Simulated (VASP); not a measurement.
Consider the following.

```
CELL_PARAMETERS angstrom
      3.07568     0.00000     0.00000
     -1.53784     2.66361     0.00000
      0.00000     0.00000     4.40112
ATOMIC_POSITIONS crystal
  Zr 0.00000 0.00000 0.00000
  Si 0.66667 0.33333 0.50000
```

Level of theory: PBEsol GGA, VASP's PBE PAW potentials (set 64) (plane waves; VASP). Numerical set-up: 400 eV cut-off, Gaussian smearing of 0.050 eV, potentials Zr_sv Si.

Q: Give the energies of bands 5 to 11 at the high-symmetry points, in eV from the Fermi level.

A: 
| band | Γ | M | K | A | L | H |
|---|---|---|---|---|---|---|
| 5 | -10.50 | -6.33 | -5.29 | -9.31 | -6.79 | -5.96 |
| 6 | -2.63 | -4.68 | -3.65 | -5.48 | -3.80 | -3.78 |
| 7 | -1.62 | -2.92 | -2.81 | -0.30 | -2.95 | -1.92 |
| 8 | 1.15 | -1.75 | -2.24 | 1.39 | 0.35 | -1.67 |
| 9 | 1.15 | 2.51 | -0.41 | 1.39 | 0.77 | 0.27 |
| 10 | 3.86 | 3.38 | 1.97 | 3.02 | 1.61 | 1.91 |
| 11 | 3.86 | 3.97 | 2.09 | 3.02 | 3.79 | 4.49 |

It has no gap at this level: it comes out as a metal or semimetal.

The structure was generated: ZrSi was put into the WC type (P-6m2), which need not be its known phase. It was relaxed first, which changed the volume by -11 %.
